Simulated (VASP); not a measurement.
Calculation: PBE GGA, VASP's PBE PAW potentials (set 64) (plane waves; VASP).

A VASP calculation is set up with these files.

### INCAR
```
ISMEAR = 0   # Gaussian
ISYM = 0
EDIFF = 1E-6   # SCF stop (eV)
LHYPERFINE = .True.
LREAL = Auto
SYSTEM = Al35TiN35
PREC = Normal
NELM = 100   # most electronic steps
ALGO = Fast
GGA = PE   # PBE
SIGMA = 0.05   # width (eV)
ENCUT = 400   # plane-wave cut-off (eV)
LASPH = .True.   # aspherical one-centre terms
LORBIT = 11   # lm-projected
LCHARG = .False.
NELMIN = 4
NELECT = 285.0
ISPIN = 2
LWAVE = .True.
MAGMOM = 71*0.0141
LMAXMIX = 4   # l cut-off of mixed one-centre charges
NUPDOWN = 1
```

File POSCAR:
```
Al35TiN35
1
    4.6932676572    -8.1289780179     0.0000000000
    4.6932676572     8.1289780179     0.0000000000
    0.0000000000     0.0000000000    10.0192026156
Al N Ti
35 35 1
Direct
  0.2218101639   0.1134591591   0.2511398783
  0.1112773510   0.2237539219   0.9977405769
  0.2209694836   0.1093328806   0.7517187834
  0.1207591559   0.2361202299   0.5044955143
  0.2301139411   0.4492355068   0.2535784919
  0.1113030554   0.5544284922   0.9972893423
  0.2205557869   0.4433021560   0.7406799416
  0.1209005718   0.5511339118   0.5030869957
  0.2218388888   0.7755630013   0.2510322511
  0.1108973639   0.8887463934   0.0018736456
  0.2210037735   0.7779966304   0.7510940842
  0.1092536114   0.8880689579   0.5013484343
  0.5554022021   0.1111721120   0.2510093652
  0.4440624707   0.2217941166   0.9997496169
  0.5552367904   0.1109956348   0.7497583763
  0.4429483465   0.2203197980   0.4999199844
  0.5560200508   0.4433792895   0.2476487728
  0.4441369231   0.5554586863   0.9943953354
  0.5545066401   0.4443520987   0.7484752208
  0.5559813160   0.7796009983   0.2480177362
  0.4440823871   0.8889705744   0.9996066890
  0.5544583373   0.7767631063   0.7484115556
  0.4430088965   0.8895451619   0.4998096031
  0.8919350637   0.1138218289   0.2507994274
  0.7769926305   0.2218703261   0.0010059603
  0.8867461522   0.1090754379   0.7514280892
  0.7800880032   0.2234005004   0.5000069610
  0.8917774387   0.4450012026   0.2503553311
  0.7774432802   0.5550984525   0.0004179400
  0.8871416240   0.4443571607   0.7508192413
  0.7792688298   0.5550293878   0.4995853404
  0.8890199393   0.7779365209   0.2504044128
  0.7773126172   0.8889070857   0.0007422745
  0.8875606684   0.7770757159   0.7501148505
  0.7792999313   0.8910299327   0.4998562751
  0.2210333622   0.1096946449   0.4424441694
  0.1119476816   0.2243211934   0.1889563358
  0.2221167840   0.1102084134   0.9427084212
  0.1066340944   0.2150152436   0.6975596324
  0.1116458721   0.5551114803   0.1883093692
  0.2214312597   0.4440831677   0.9375163795
  0.1071652958   0.5579637558   0.6964553632
  0.2210288244   0.7783992654   0.4423645456
  0.1113543713   0.8892559622   0.1928851516
  0.2221918154   0.7786710589   0.9421558266
  0.1095535649   0.8880531143   0.6925182959
  0.5567405465   0.1118331436   0.4422567744
  0.4439246778   0.2211460438   0.1905812502
  0.5553217045   0.1110366672   0.9411921508
  0.4431940960   0.2209659478   0.6915523533
  0.5590923714   0.4387697454   0.4380416674
  0.4526042094   0.5598487813   0.1850206548
  0.5562300217   0.4432094460   0.9400228704
  0.4442559068   0.5553744329   0.6957006169
  0.5592139886   0.7871734727   0.4383714649
  0.4439639613   0.8897322495   0.1905178911
  0.5562602820   0.7797333992   0.9399698696
  0.4433541558   0.8890283383   0.6914005692
  0.8942559955   0.1156612837   0.4422216134
  0.7774326076   0.2221287551   0.1923174903
  0.8868712331   0.1102514545   0.9424455976
  0.7772252614   0.2218760540   0.6916668155
  0.8941311873   0.4452735668   0.4417569516
  0.7795624415   0.5556675713   0.1915448920
  0.8869952481   0.4432890619   0.9418911651
  0.7767009854   0.5551344686   0.6908146270
  0.8878228397   0.7772944288   0.4416729609
  0.7796140129   0.8908644716   0.1918627353
  0.8883328162   0.7775288811   0.9418828117
  0.7766076744   0.8880885841   0.6910457183
  0.4174811630   0.5419690804   0.4849266992
```

KPOINTS:
```
Automatic mesh
0
Gamma
1 1 1
0 0 0
```

POTCAR, in this order: Al N Ti (PBE.64 set). Program: vasp_gam. Read from the step before: WAVECAR.

Output

File OSZICAR:
```
       N       E                     dE             d eps       ncg     rms          rms(c)
DAV:   1    -0.514538927729E+03   -0.51454E+03   -0.63568E-05   960   0.290E-02    0.318E-02
RMM:   2    -0.514538934174E+03   -0.64451E-05   -0.13118E-04   775   0.189E-02    0.438E-02
RMM:   3    -0.514538904639E+03    0.29535E-04   -0.26040E-05   648   0.113E-02    0.246E-03
RMM:   4    -0.514538904843E+03   -0.20413E-06   -0.36329E-06   630   0.301E-03
   1 F= -.51453890E+03 E0= -.51453890E+03  d E =-.630979E-11  mag=     1.0000
```

**OUTCAR**
```
------------------------ aborting loop because EDIFF is reached ----------------------------------------
  FORCE on cell =-STRESS in cart. coord.  units (eV):
  Direction    XX          YY          ZZ          XY          YZ          ZX
  --------------------------------------------------------------------------------------
  Total       -0.6892160      1.1008431     -6.8552323      1.3728969      1.2862110     -2.6064664
  in kB       -1.4444135      2.3070742    -14.3667432      2.8772267      2.6955560     -5.4624602
  external PRESSURE =      -4.5013608 kB  Pullay stress =       0.0000000 kB
  volume of cell :      764.49
      direct lattice vectors                 reciprocal lattice vectors
     4.693267657 -8.128978018  0.000000000     0.106535582 -0.061508347  0.000000000
     4.693267657  8.128978018  0.000000000     0.106535582  0.061508347  0.000000000
     0.000000000  0.000000000 10.019202616     0.000000000  0.000000000  0.099808342
 POSITION                                       TOTAL-FORCE (eV/Angst)
 -----------------------------------------------------------------------------------
      1.57351     -0.88078      2.51622         0.000936     -0.006390     -0.006008
      1.57239      0.91432      9.99656        -0.003467      0.005833      0.008370
      1.55020     -0.90749      7.53162        -0.005186      0.011904     -0.001127
      1.67493      0.93777      5.05464         0.013307      0.002111     -0.015780
      3.18837      1.78123      2.54065        -0.000464     -0.015816     -0.006373
      3.12446      3.60216      9.99204        -0.005414      0.000476      0.013167
      3.11566      1.81070      7.42102        -0.001769      0.012094      0.006743
      3.15404      3.49736      5.04053         0.006548     -0.011771      0.011514
      4.68107      4.50121      2.51514         0.005894      0.004942     -0.004638
      4.69160      6.32312      0.01877        -0.000172      0.001670     -0.008960
      4.68858      4.52778      7.52536        -0.004006      0.001729      0.012001
      4.68070      6.33097      5.02311        -0.004869      0.005238     -0.008593
      3.12841     -3.61114      2.51491         0.006002     -0.000461      0.000303
      3.12504     -1.80681     10.01669        -0.008564     -0.008163      0.001974
      3.12681     -3.61123      7.51198        -0.010651      0.002408      0.001416
      3.11289     -1.80974      5.00880         0.001101     -0.008234     -0.003882
      4.69045     -0.91565      2.48124         0.000856     -0.003148      0.003688
      4.69137      0.90493      9.96305        -0.006873      0.003439      0.002041
      4.68791     -0.89544      7.49912        -0.001757      0.001437      0.002092
      6.26825      1.81780      2.48494         0.006054     -0.004386     -0.003972
      6.25637      3.61649     10.01526         0.000753      0.015025      0.005238
      6.24778      1.80711      7.49849        -0.010909     -0.000188      0.004094
      6.25403      3.62988      5.00769         0.005470     -0.004379     -0.000103
      4.72029     -6.32527      2.51281         0.005552     -0.005304     -0.012979
      4.68793     -4.51258      0.01008         0.003207     -0.002551      0.007804
      4.67366     -6.32167      7.52871        -0.002478      0.006452     -0.000672
      4.70964     -4.52530      5.00967        -0.005911      0.005491     -0.003626
      6.27386     -3.63183      2.50836         0.007611     -0.001065     -0.000682
      6.25398     -1.80744      0.00419        -0.004475     -0.002275     -0.000776
      6.24908     -3.59939      7.52261        -0.009425      0.002433      0.007847
      6.26222     -1.82284      5.00545         0.004317      0.001810      0.007798
      7.82347     -0.90299      2.50885         0.007945     -0.001617      0.000232
      7.82002      0.90715      0.00744         0.005455      0.007200     -0.005960
      7.81258     -0.89813      7.51555        -0.012641      0.009104      0.001216
      7.83931      0.90825      5.00816        -0.004149     -0.008930      0.000121
      1.55220     -0.90507      4.43294        -0.006828      0.003105      0.000924
      1.57820      0.91348      1.89319        -0.001862     -0.011507      0.004911
      1.55969     -0.90970      9.44519        -0.008976      0.002619     -0.007737
      1.50959      0.88103      6.98899         0.006796     -0.001271     -0.015028
      3.12927      3.60492      1.88671         0.003722     -0.003110      0.016263
      3.12344      1.80993      9.39317        -0.000573     -0.000468     -0.000522
      3.12163      3.66453      6.97793        -0.007279      0.001654      0.001252
      4.69058      4.53085      4.43214        -0.003742     -0.007491     -0.002055
      4.69613      6.32354      1.93256         0.008054     -0.005836     -0.006522
      4.69732      4.52361      9.43965        -0.008106      0.008919      0.003283
      4.68204      6.32841      6.93848         0.000972     -0.002192      0.000300
      3.13780     -3.61664      4.43106        -0.000473      0.003482     -0.003275
      3.12135     -1.81096      1.90947         0.006626     -0.008776     -0.000059
      3.12740     -3.61158      9.42999         0.004044     -0.001622     -0.002978
      3.11708     -1.80649      6.92880        -0.007749     -0.001669      0.002802
      4.68323     -0.97810      4.38883         0.010883      0.005916      0.003046
      4.75171      0.87179      1.85376         0.002842     -0.009222     -0.011985
      4.69064     -0.91874      9.41828        -0.008130     -0.003679     -0.002232
      4.69153      0.90328      6.97037         0.012054      0.003074     -0.005481
      6.31896      1.85308      4.39213        -0.003189     -0.004387     -0.005603
      6.25939      3.62364      1.90884         0.008222     -0.001972      0.002331
      6.27018      1.81661      9.41775        -0.001871      0.011437      0.001416
      6.25323      3.62288      6.92728        -0.008695      0.007703      0.007421
      4.73981     -6.32918      4.43071        -0.003937      0.000742     -0.009414
      4.69121     -4.51405      1.92687         0.007922     -0.001122     -0.008931
      4.67976     -6.31313      9.44255         0.011012      0.006170     -0.003327
      4.68905     -4.51442      6.92995         0.001128      0.003221     -0.001808
      6.28619     -3.64875      4.42605         0.001063     -0.000661      0.001232
      6.26659     -1.82004      1.91913         0.002610     -0.009405      0.005413
      6.24338     -3.60688      9.43700         0.000261     -0.005225      0.005970
      6.25066     -1.80111      6.92141        -0.008985     -0.008628      0.004208
      7.81484     -0.89848      4.42521         0.000426      0.003150      0.000644
      7.84000      0.90435      1.92231         0.005445      0.002857      0.000479
      7.81833     -0.90072      9.43691         0.004591     -0.004270      0.002234
      7.81287      0.90623      6.92373         0.006035      0.007629     -0.001380
      4.50296      1.01196      4.85858        -0.002140      0.004719      0.010679
 -----------------------------------------------------------------------------------
    total drift:                               -0.010275      0.001209      0.015470
  FREE ENERGIE OF THE ION-ELECTRON SYSTEM (eV)
  ---------------------------------------------------
  free  energy   TOTEN  =      -514.5389048431 eV

  energy  without entropy=     -514.5389048431  energy(sigma->0) =     -514.53890484

 total charge

# of ion       s       p       d       tot
------------------------------------------
    1        0.360   0.429   0.000   0.790
    2        0.362   0.433   0.000   0.795
    3        0.364   0.441   0.000   0.805
    4        0.376   0.395   0.000   0.771
    5        0.379   0.411   0.000   0.790
    6        0.362   0.434   0.000   0.796
    7        0.352   0.431   0.000   0.783
    8        0.375   0.394   0.000   0.769
    9        0.360   0.430   0.000   0.790
   10        0.362   0.435   0.000   0.797
   11        0.364   0.441   0.000   0.805
   12        0.367   0.436   0.000   0.803
   13        0.362   0.434   0.000   0.797
...
```
(Selected blocks of OUTCAR.)

File OUTCAR:
```
 val. band max:        8.6452204249   @ k =   0.0000   0.0000   0.0000

 cond. band min:       9.2983823226   @ k =   0.0000   0.0000   0.0000


 Fermi energy:         8.6998957413

 spin component 1

 k-point     1 :       0.0000    0.0000    0.0000
  band No.  band energies     occupation
      1      -9.2041      1.00000
      2      -8.3613      1.00000
      3      -8.3180      1.00000
      4      -8.0832      1.00000
      5      -8.0524      1.00000
      6      -8.0409      1.00000
      7      -7.9986      1.00000
      8      -7.9378      1.00000
      9      -7.7744      1.00000
     10      -7.4506      1.00000
     11      -7.4332      1.00000
     12      -7.4281      1.00000
     13      -7.4208      1.00000
     14      -7.3938      1.00000
     15      -7.3638      1.00000
     16      -7.3537      1.00000
     17      -7.3435      1.00000
     18      -7.3306      1.00000
     19      -7.2712      1.00000
     20      -7.2181      1.00000
     21      -7.1340      1.00000
     22      -6.9583      1.00000
     23      -6.8179      1.00000
     24      -6.7973      1.00000
     25      -6.7910      1.00000
     26      -6.7496      1.00000
     27      -6.7318      1.00000
     28      -6.6848      1.00000
     29      -6.6832      1.00000
     30      -6.6575      1.00000
     31      -6.6482      1.00000
     32      -6.6090      1.00000
     33      -6.5955      1.00000
     34      -6.5762      1.00000
     35      -6.5145      1.00000
     36      -0.0119      1.00000
     37       0.5494      1.00000
     38       1.0047      1.00000
     39       1.0104      1.00000
     40       1.0205      1.00000
     41       1.0497      1.00000
     42       1.0730      1.00000
     43       1.0867      1.00000
     44       1.0884      1.00000
     45       1.1042      1.00000
     46       1.1057      1.00000
     47       1.1098      1.00000
     48       1.1316      1.00000
     49       1.1498      1.00000
...
```

At this cut-off the stress carries a Pulay error, which pulls relaxed volumes low. The cell is charged, with a uniform compensating background.  The supercell is sampled at Γ alone, which is coarse: total energies, pressure and levels can be off, energies of defects by several tenths of an eV.

The cell is a supercell with a defect, built from AlN (wurtzite): Ti_Al-vac_N, charge -1.
